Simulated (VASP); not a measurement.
Data:

```
CELL_PARAMETERS angstrom
      0.00000     2.76775     2.76775
      2.76775     0.00000     2.76775
      2.76775     2.76775     0.00000
ATOMIC_POSITIONS crystal
  Ba 0.00000 0.00000 0.00000
  F  0.25000 0.25000 0.25000
  F  0.75000 0.75000 0.75000
```

The numbers are results of PBEsol GGA, VASP's PBE PAW potentials (set 64) (plane waves; VASP), not measurements. Run with 620 eV cut-off, 7×7×7 Γ-centred mesh, Gaussian smearing of 0.050 eV, potentials Ba_sv F.

Task: What does the run give for the energy per atom (σ→0), pressure?

Result: 
| Property | Result |
|---|---|
| energy per atom (σ→0) | -5.310 eV/atom |
| pressure | 44.91 GPa |

Total energies compare only between runs with the same potentials, cut-off and functional.

The compound is BaF2 in the fluorite structure. It was relaxed first under an external pressure of 45 GPa.
